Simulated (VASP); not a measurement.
VASP input:

### POSCAR
```
GaN
1
    1.6269000000    -2.8178730000     0.0000000000
    1.6269000000     2.8178730000     0.0000000000
    0.0000000000     0.0000000000     5.2938000000
Ga N
2 2
Direct
  0.6666670000   0.3333330000   0.5000000000
  0.3333330000   0.6666670000   0.0000000000
  0.6666670000   0.3333330000   0.8770000000
  0.3333330000   0.6666670000   0.3770000000
```

**KPOINTS**
```
Automatic mesh
0
Gamma
6 6 3
0 0 0
```

**INCAR**
```
SYSTEM = GaN
PREC = Accurate
ENCUT = 520
EDIFF = 1E-6
NELM = 100
ALGO = Normal
LREAL = .FALSE.
LASPH = .TRUE.
ISMEAR = 0
SIGMA = 0.05
GGA = PE
LMAXMIX = 4
LWAVE = .FALSE.
LCHARG = .FALSE.
ISIF = 2
ICHARG = 11
```

POTCAR, in this order: Ga_d N (PBE.64 set). Program: vasp_std.

The resulting files:

standard output:
```
 POSCAR found type information on POSCAR GaN
 POSCAR found :  2 types and       4 ions
 Reading from existing POTCAR
 Reading from existing POTCAR
 LDA part: xc-table for (Slater+PW92), standard interpolation
 WARNING: stress and forces are not correct
 POSCAR, INCAR and KPOINTS ok, starting setup
 WAVECAR not read
 WARNING: CHGCAR is incomplete

 -----------------------------------------------------------------------------
|                                                                             |
|     EEEEEEE  RRRRRR   RRRRRR   OOOOOOO  RRRRRR      ###     ###     ###     |
|     E        R     R  R     R  O     O  R     R     ###     ###     ###     |
|     E        R     R  R     R  O     O  R     R     ###     ###     ###     |
|     EEEEE    RRRRRR   RRRRRR   O     O  RRRRRR       #       #       #      |
|     E        R   R    R   R    O     O  R   R                               |
|     E        R    R   R    R   O     O  R    R      ###     ###     ###     |
|     EEEEEEE  R     R  R     R  OOOOOOO  R     R     ###     ###     ###     |
|                                                                             |
|     ICHARG>10                                                               |
|                                                                             |
|       ---->  I REFUSE TO CONTINUE WITH THIS SICK JOB ... BYE!!! <----       |
|                                                                             |
 -----------------------------------------------------------------------------
```

Q: Read the log: what went wrong, and how is it fixed?

A: The cause: ICHARG = 11 asks for a fixed density, but there is no CHGCAR. VASP stops with an error: ERROR: charge density could not be read from file CHGCAR for ICHARG>10 ----> I REFUSE TO CONTINUE WITH THIS SICK JOB ... BYE!!! <---- To mend it, run self-consistently first and keep its CHGCAR, or remove ICHARG. The plain static run on this cell (PBE GGA, plane waves, VASP's PBE PAW potentials (set 64)) converges, and its OSZICAR ends with
```
   1 F= -.24297097E+02 E0= -.24297097E+02  d E =-.203818E-13
```

The compound is GaN in the wurtzite structure. The cell was not relaxed at this level.
